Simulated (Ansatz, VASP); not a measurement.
## LaBPd3: VASP beside Ansatz

One calculation is typed for both programs; each brings its own data sets. How far apart do they land? The cell is taken from a series of runs on this material, whose earlier steps may have relaxed, scaled, displaced or heated it; both programs get it as it stands.

Method: plane waves, with VASP 6.6.1 beside it; zone-centre phonons at PBEsol, in Ansatz 0.2.0.

### 1. Starting point

Symmetry: Pm-3m, No. 221, cubic system. The conventional cell has a = 4.348 Å, b = 4.348 Å, c = 4.348 Å, α = 90.00°, β = 90.00°, γ = 90.00°. Nearest to La lie 12 Pd at 3.07 Å and 8 B at 3.77 Å. Nearest to B lie 6 Pd at 2.17 Å and 8 La at 3.77 Å. Pd has 2 B at 2.17 Å and 8 Pd at 3.07 Å and 4 La at 3.07 Å nearest. Farther neighbours are not listed.

As a file:

```cif
data_structure
_symmetry_space_group_name_H-M 'Pm-3m'
_symmetry_Int_Tables_number 221
_cell_length_a 4.3479
_cell_length_b 4.3479
_cell_length_c 4.3479
_cell_angle_alpha 90.000
_cell_angle_beta 90.000
_cell_angle_gamma 90.000
_cell_volume 82.19
loop_
_atom_site_label
_atom_site_type_symbol
_atom_site_symmetry_multiplicity
_atom_site_Wyckoff_symbol
_atom_site_fract_x
_atom_site_fract_y
_atom_site_fract_z
_atom_site_occupancy
La1 La 1 a 0.00000 0.00000 0.00000 1
B1 B 1 b 0.50000 0.50000 0.50000 1
Pd1 Pd 3 c 0.00000 0.50000 0.50000 1
```

### 2. VASP: zone-centre phonons, PBEsol

Second derivatives magnify differences that forces hide, and they need a tight electronic threshold.

Lines of VASP's logs that name or quote its potential files are left out, and so is its time.

INCAR

```
SYSTEM = LaBPd3
PREC = Accurate
ENCUT = 500
EDIFF = 1E-08
NELM = 200
ISMEAR = 1
SIGMA = 0.2
LREAL = .FALSE.
ALGO = Normal
GGA = PS
NBANDS = 28
LASPH = .TRUE.
LORBIT = 11
LWAVE = .FALSE.
LCHARG = .FALSE.
ISIF = 2
IBRION = 8
GGA_COMPAT = .FALSE.
LMAXMIX = 6
KPAR = 2
```

POSCAR

```
LaBPd3
1.0
    4.3478863627      0.0000000000      0.0000000000
    0.0000000000      4.3478863627      0.0000000000
    0.0000000000      0.0000000000      4.3478863627
La B Pd
1 1 3
Direct
    0.0000000000      0.0000000000      0.0000000000
    0.5000000000      0.5000000000      0.5000000000
    0.0000000000      0.5000000000      0.5000000000
    0.5000000000      0.0000000000      0.5000000000
    0.5000000000      0.5000000000      0.0000000000
```

KPOINTS

```
Automatic mesh
0
Gamma
8 8 8
0 0 0
```

PAW data sets: La, B and Pd (PBE family, release 64).

Started as:

```console
$ mpirun -np 2 vasp_std
```

Numbers of over 12 decimals in the logs are rounded to 6 here.

Output:

```text
[banner, memory and clock lines left out]
running    2 mpi-ranks, on    1 nodes
 distrk:  each k-point on    1 cores,    2 groups
 distr:  one band on    1 cores,    1 groups

 POSCAR found type information on POSCAR LaB Pd
 POSCAR found :  3 types and       5 ions
|                                                                             |
|               ----> ADVICE to this user running VASP <----                  |
|                                                                             |
|     You enforced a specific xc type in the INCAR file but a different       |
|     [... a line on the potential file left out ...]
|     I HOPE YOU KNOW WHAT YOU ARE DOING!                                     |
|                                                                             |

 LDA part: xc-table for (Slater+PW92), standard interpolation
 POSCAR, INCAR and KPOINTS ok, starting setup
 FFT: planning ... GRIDC
 FFT: planning ... GRID_SOFT
 FFT: planning ... GRID
 WAVECAR not read
 entering main loop
       N       E                     dE             d eps       ncg     rms          rms(c)
DAV:   1     0.341888559711E+03    0.34189E+03   -0.18426E+04  2108   0.217E+03
DAV:   2     0.285999083264E+02   -0.31329E+03   -0.29355E+03  2236   0.369E+02
DAV:   3    -0.299368104237E+02   -0.58537E+02   -0.54406E+02  2848   0.134E+02
DAV:   4    -0.353361060119E+02   -0.53993E+01   -0.51877E+01  3664   0.474E+01
DAV:   5    -0.355286034555E+02   -0.19250E+00   -0.18141E+00  2848   0.663E+00    0.168E+01
DAV:   6    -0.336143494021E+02    0.19143E+01   -0.30059E+01  3048   0.367E+01    0.669E+00
DAV:   7    -0.330814646939E+02    0.53288E+00   -0.45553E+00  3248   0.180E+01    0.370E+00
DAV:   8    -0.330514109032E+02    0.30054E-01   -0.35739E-01  3224   0.375E+00    0.145E+00
DAV:   9    -0.330340118419E+02    0.17399E-01   -0.84650E-02  3296   0.232E+00    0.347E-01
DAV:  10    -0.330337681104E+02    0.24373E-03   -0.30364E-03  2680   0.372E-01    0.530E-02
DAV:  11    -0.330337917864E+02   -0.23676E-04   -0.25797E-04  3752   0.150E-01    0.259E-02
DAV:  12    -0.330338035901E+02   -0.11804E-04   -0.51237E-05  3528   0.548E-02    0.127E-02
DAV:  13    -0.330338073902E+02   -0.38000E-05   -0.22640E-05  3324   0.378E-02    0.626E-03
DAV:  14    -0.330338080832E+02   -0.69302E-06   -0.55228E-06  3056   0.123E-02    0.216E-03
DAV:  15    -0.330338080531E+02    0.30054E-07   -0.16437E-06  3656   0.840E-03    0.890E-04
DAV:  16    -0.330338080274E+02    0.25731E-07   -0.15194E-07  3368   0.209E-03    0.403E-04
DAV:  17    -0.330338080355E+02   -0.81031E-08   -0.12563E-08  2064   0.107E-03
   1 F= -.33033808E+02 E0= -.33033259E+02  d E =-.164576E-02
 Linear response reoptimize wavefunctions to high precision
DAV:   1    -0.330338080181E+02    0.17372E-07   -0.32865E-08  2868   0.986E-04
DAV:   2    -0.330338080183E+02   -0.12778E-09   -0.15325E-09  1684   0.210E-04
DAV:   3    -0.330338080183E+02    0.45475E-11   -0.34546E-10  1416   0.123E-04
 Linear response DOF=           4
 Linear response progress:
  Degree of freedom:   1/  4
       N       E                     dE             d eps       ncg     rms          rms(c)
RMM:   1    -0.290136494475E+00   -0.29014E+00   -0.33504E-01  5785   0.167E+01
RMM:   2    -0.270368596980E+00    0.19768E-01   -0.81086E-02  6919   0.186E+00    0.773E-02
RMM:   3    -0.272891875350E+00   -0.25233E-02   -0.28202E-02  8500   0.721E-01    0.511E-02
RMM:   4    -0.274362043556E+00   -0.14702E-02   -0.78692E-03  9153   0.292E-01    0.493E-02
RMM:   5    -0.275419198674E+00   -0.10572E-02   -0.23652E-03  8500   0.165E-01    0.218E-02
RMM:   6    -0.275686787418E+00   -0.26759E-03   -0.98273E-04  9867   0.784E-02    0.144E-02
RMM:   7    -0.275590219646E+00    0.96568E-04   -0.45646E-04  9087   0.553E-02    0.135E-02
RMM:   8    -0.275754875361E+00   -0.16466E-03   -0.10373E-04  9069   0.302E-02    0.672E-03
RMM:   9    -0.275862615733E+00   -0.10774E-03   -0.53758E-05  9122   0.213E-02    0.320E-03
RMM:  10    -0.275897179714E+00   -0.34564E-04   -0.22095E-05  9697   0.138E-02    0.992E-04
RMM:  11    -0.275918643137E+00   -0.21463E-04   -0.83959E-06  9417   0.846E-03    0.859E-04
RMM:  12    -0.275921051853E+00   -0.24087E-05   -0.10674E-05  9350   0.586E-03    0.856E-04
RMM:  13    -0.275924368475E+00   -0.33166E-05   -0.11554E-05  8906   0.479E-03    0.696E-04
RMM:  14    -0.275940428290E+00   -0.16060E-04   -0.71137E-06  8734   0.506E-03    0.124E-03
[...]
RMM:  30    -0.275931951143E+00   -0.23018E-07   -0.76010E-07 10154   0.348E-03    0.535E-06
RMM:  31    -0.275931966873E+00   -0.15730E-07   -0.78474E-07 10185   0.348E-03    0.371E-06
RMM:  32    -0.275931970430E+00   -0.35566E-08   -0.75247E-07 10246   0.348E-03    0.344E-06
RMM:  33    -0.275931955079E+00    0.15351E-07   -0.76269E-07 10279   0.348E-03    0.485E-06
RMM:  34    -0.275931970255E+00   -0.15177E-07   -0.73312E-07 10350   0.349E-03    0.333E-06
RMM:  35    -0.275931970630E+00   -0.37456E-09   -0.72778E-07 10409   0.349E-03    0.313E-06
RMM:  36    -0.275931976763E+00   -0.61334E-08   -0.73302E-07 10493   0.349E-03    0.295E-06
RMM:  37    -0.275931974609E+00    0.21547E-08   -0.70077E-07 10512   0.349E-03    0.288E-06
 first order change of Fermi-energy  -0.40461E-03
 force on displaced ion       1 direction 1 :  -4.611  -0.000  -0.000
 Linear response progress:
  Degree of freedom:   2/  4
       N       E                     dE             d eps       ncg     rms          rms(c)
RMM:   1    -0.431142762490E-01   -0.43114E-01    0.18105E-02 10571   0.760E-01
RMM:   2    -0.412300157169E-01    0.18843E-02   -0.33169E-03  7775   0.285E-01    0.115E-01
RMM:   3    -0.412749273809E-01   -0.44912E-04   -0.13544E-03  7598   0.149E-01    0.527E-02
RMM:   4    -0.415280438706E-01   -0.25312E-03   -0.47582E-04  8313   0.840E-02    0.139E-02
RMM:   5    -0.415410872405E-01   -0.13043E-04   -0.41387E-05  8201   0.309E-02    0.532E-03
RMM:   6    -0.415720992194E-01   -0.31012E-04   -0.11839E-05  8554   0.125E-02    0.227E-03
RMM:   7    -0.415675881349E-01    0.45111E-05   -0.78603E-07  8938   0.498E-03    0.118E-03
RMM:   8    -0.415597888213E-01    0.77993E-05   -0.71424E-07  8924   0.371E-03    0.369E-04
RMM:   9    -0.415613087111E-01   -0.15199E-05   -0.60923E-08  8905   0.200E-03    0.132E-04
RMM:  10    -0.415611677268E-01    0.14098E-06    0.18748E-08  8892   0.147E-03    0.474E-05
RMM:  11    -0.415612469385E-01   -0.79212E-07    0.80080E-08  8705   0.143E-03    0.248E-05
RMM:  12    -0.415613465256E-01   -0.99587E-07    0.91243E-08  8816   0.142E-03    0.127E-05
RMM:  13    -0.415613733818E-01   -0.26856E-07    0.38512E-08  8829   0.141E-03    0.569E-06
RMM:  14    -0.415613875685E-01   -0.14187E-07    0.78148E-08  8860   0.141E-03    0.367E-06
RMM:  15    -0.415613824931E-01    0.50754E-08    0.74091E-08  8944   0.141E-03    0.266E-06
 first order change of Fermi-energy  -0.17883E-03
 force on displaced ion       2 direction 1 :  -6.638  -0.000  -0.000
 Linear response progress:
  Degree of freedom:   3/  4
       N       E                     dE             d eps       ncg     rms          rms(c)
RMM:   1    -0.264570291262E+00   -0.26457E+00   -0.27574E-01  7733   0.273E+00
RMM:   2    -0.258468660142E+00    0.61016E-02   -0.18757E-02  7826   0.762E-01    0.110E-01
RMM:   3    -0.258995083880E+00   -0.52642E-03   -0.95946E-04  7957   0.141E-01    0.621E-02
RMM:   4    -0.259321864842E+00   -0.32678E-03   -0.23814E-04  8635   0.660E-02    0.139E-02
RMM:   5    -0.259391584427E+00   -0.69720E-04   -0.29946E-05  9065   0.212E-02    0.455E-03
RMM:   6    -0.259392005072E+00   -0.42065E-06   -0.38723E-06  8616   0.872E-03    0.243E-03
RMM:   7    -0.259388718915E+00    0.32862E-05   -0.74009E-07  8448   0.523E-03    0.825E-04
RMM:   8    -0.259382342522E+00    0.63764E-05   -0.35726E-07  8936   0.344E-03    0.194E-04
RMM:   9    -0.259381976931E+00    0.36559E-06   -0.21809E-07  8372   0.326E-03    0.104E-04
RMM:  10    -0.259381798646E+00    0.17829E-06   -0.16556E-07  8596   0.313E-03    0.446E-05
RMM:  11    -0.259381601139E+00    0.19751E-06   -0.15597E-07  8546   0.322E-03    0.195E-05
RMM:  12    -0.259381565168E+00    0.35972E-07   -0.20130E-07  8710   0.321E-03    0.102E-05
RMM:  13    -0.259381540739E+00    0.24428E-07   -0.21884E-07  8738   0.326E-03    0.679E-06
RMM:  14    -0.259381538789E+00    0.19504E-08   -0.28873E-07  8838   0.327E-03    0.336E-06
[...]
RMM:  22    -0.259381529159E+00    0.51147E-09   -0.21425E-07  9513   0.335E-03    0.447E-07
RMM:  23    -0.259381529247E+00   -0.88711E-10   -0.21296E-07  9605   0.335E-03    0.244E-07
RMM:  24    -0.259381528621E+00    0.62612E-09   -0.17889E-07  9677   0.336E-03    0.359E-07
RMM:  25    -0.259381529032E+00   -0.41047E-09   -0.18783E-07  9757   0.336E-03    0.140E-07
RMM:  26    -0.259381528733E+00    0.29909E-09   -0.16366E-07  9832   0.336E-03    0.227E-07
RMM:  27    -0.259381528613E+00    0.11970E-09   -0.13773E-07  9915   0.336E-03    0.137E-07
RMM:  28    -0.259381528678E+00   -0.64958E-10   -0.13339E-07  9940   0.336E-03    0.203E-07
RMM:  29    -0.259381528617E+00    0.60921E-10   -0.95758E-08 10025   0.336E-03    0.158E-07
 first order change of Fermi-energy   0.53494E-03
 force on displaced ion       3 direction 1 :  -8.045   0.000   0.000
 Linear response progress:
  Degree of freedom:   4/  4
       N       E                     dE             d eps       ncg     rms          rms(c)
RMM:   1    -0.265826173680E+00   -0.26583E+00   -0.27490E-01 14093   0.278E+00
RMM:   2    -0.261886504580E+00    0.39397E-02   -0.22086E-02 13608   0.716E-01    0.121E-01
RMM:   3    -0.262298900366E+00   -0.41240E-03   -0.82784E-04 13984   0.127E-01    0.690E-02
RMM:   4    -0.262832282542E+00   -0.53338E-03   -0.52380E-04 14393   0.112E-01    0.141E-02
RMM:   5    -0.262766072527E+00    0.66210E-04   -0.35450E-05 14983   0.253E-02    0.808E-03
RMM:   6    -0.262709365967E+00    0.56707E-04   -0.97675E-06 14643   0.148E-02    0.178E-03
RMM:   7    -0.262706560970E+00    0.28050E-05   -0.14663E-06 15035   0.636E-03    0.120E-03
RMM:   8    -0.262697413282E+00    0.91477E-05   -0.53334E-07 14623   0.401E-03    0.794E-04
RMM:   9    -0.262683857270E+00    0.13556E-04   -0.27061E-07 14619   0.321E-03    0.878E-05
RMM:  10    -0.262683535208E+00    0.32206E-06   -0.22092E-07 14592   0.295E-03    0.555E-05
RMM:  11    -0.262683848416E+00   -0.31321E-06   -0.19063E-07 14322   0.297E-03    0.299E-05
RMM:  12    -0.262683933236E+00   -0.84820E-07   -0.21780E-07 14610   0.301E-03    0.183E-05
RMM:  13    -0.262683970772E+00   -0.37536E-07   -0.19096E-07 14483   0.304E-03    0.138E-05
RMM:  14    -0.262684033743E+00   -0.62971E-07   -0.21856E-07 14804   0.304E-03    0.342E-06
[...]
RMM:  20    -0.262683996044E+00   -0.42373E-09   -0.22789E-07 15474   0.313E-03    0.108E-06
RMM:  21    -0.262683996422E+00   -0.37732E-09   -0.17976E-07 15516   0.314E-03    0.750E-07
RMM:  22    -0.262683996325E+00    0.96599E-10   -0.19073E-07 15627   0.314E-03    0.133E-06
RMM:  23    -0.262683995925E+00    0.40016E-09   -0.20389E-07 15780   0.314E-03    0.187E-06
RMM:  24    -0.262683995724E+00    0.20050E-09   -0.20388E-07 15889   0.314E-03    0.222E-06
RMM:  25    -0.262683995855E+00   -0.13040E-09   -0.20759E-07 15994   0.314E-03    0.240E-06
RMM:  26    -0.262683996089E+00   -0.23369E-09   -0.21003E-07 16117   0.315E-03    0.247E-06
RMM:  27    -0.262683995966E+00    0.12294E-09   -0.20657E-07 16219   0.315E-03    0.255E-06
 first order change of Fermi-energy   0.13620E-04
 force on displaced ion       3 direction 2 :   0.000  -2.317   0.000
 Linear response finished
```

(Continued in part 2 of 2.)

[Lines on the potential files, build, host, timing and source positions are cut from VASP's logs without a mark.]

[Logs are printed without paths, hosts, clocks, repeated set-up lines and the standing remarks that a program may print on its own settings, such as how far it seeks lower states.]

[Hosts, paths, dates, database ids (printed as entryN), source tags and the programs' standing remarks are cut or masked in the printed files.]
